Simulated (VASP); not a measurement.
VASP input:

File POSCAR:
```
Ni3Si
1
    3.4269092861    -0.0000000000     0.0000000000
    0.0000000000     3.4269092861    -0.0000000000
    0.0000000000    -0.0000000000     3.4269092861
Si Ni
1 3
Direct
  0.0000000000   0.0000000000   0.0000000000
  0.0000000000   0.5000000000   0.5000000000
  0.5000000000   0.0000000000   0.5000000000
  0.5000000000   0.5000000000   0.0000000000
```

### KPOINTS
```
Automatic mesh
0
Gamma
9 9 9
0 0 0
```

### INCAR
```
ALGO  =  Normal   ! blocked Davidson
EDIFFG  =  -0.02
LCHARG  =  F
PREC  =  Accurate
ISIF  =  3   ! ions, shape and volume
LMAXMIX  =  4
ISMEAR  =  1   ! Methfessel-Paxton
SIGMA  =  0.1   ! width (eV)
IBRION  =  2   ! conjugate gradients
LREAL  =  F   ! projection in real space or not
LWAVE  =  F
LASPH  =  T   ! aspherical one-centre terms
ENCUT  =  500   ! plane-wave cut-off (eV)
EDIFF  =  1E-6
NSW  =  40   ! most ionic steps
NELM  =  100
SYSTEM  =  Ni3Si
```

POTCAR, in this order: Si Ni (LDA.64 set). Program: vasp_std.

Q: Translate this LDA calculation to Quantum ESPRESSO's pw.x.

A: One equivalent input (not run):
```
&CONTROL
  calculation = 'vc-relax'
  pseudo_dir = './pseudo'
  outdir = './out'
  tprnfor = .true.
  tstress = .true.
  nstep = 40
  forc_conv_thr = 0.00078
/
&SYSTEM
  ibrav = 0
  nat = 4
  ntyp = 2
  ecutwfc = 98
  occupations = 'smearing'
  smearing = 'methfessel-paxton'
  degauss = 0.00735
  input_dft = 'pz'
/
&ELECTRONS
  conv_thr = 7.3e-08
  electron_maxstep = 100
/
&IONS
/
&CELL
/
ATOMIC_SPECIES
  Si 28.085 Si.upf
  Ni 58.693 Ni.upf
CELL_PARAMETERS angstrom
     3.4269093   -0.0000000    0.0000000
     0.0000000    3.4269093   -0.0000000
     0.0000000   -0.0000000    3.4269093
ATOMIC_POSITIONS crystal
  Si   0.0000000  0.0000000  0.0000000
  Ni   0.0000000  0.5000000  0.5000000
  Ni   0.5000000  0.0000000  0.5000000
  Ni   0.5000000  0.5000000  0.0000000
K_POINTS automatic
  9 9 9 0 0 0
```
Limits of the translation: the potentials are each code's own (VASP's PAW set, PseudoDojo norm-conserving files in pw.x), so ENCUT and ecutwfc are chosen apart and not converted; conv_thr bounds pw.x's estimated SCF error, while EDIFF bounds the energy change between steps; forc_conv_thr acts on force components and is met together with etot_conv_thr.

The compound is Ni3Si in the L1_2 structure. This run relaxes it. Symmetry was kept, so distortions that lower it aren't found.
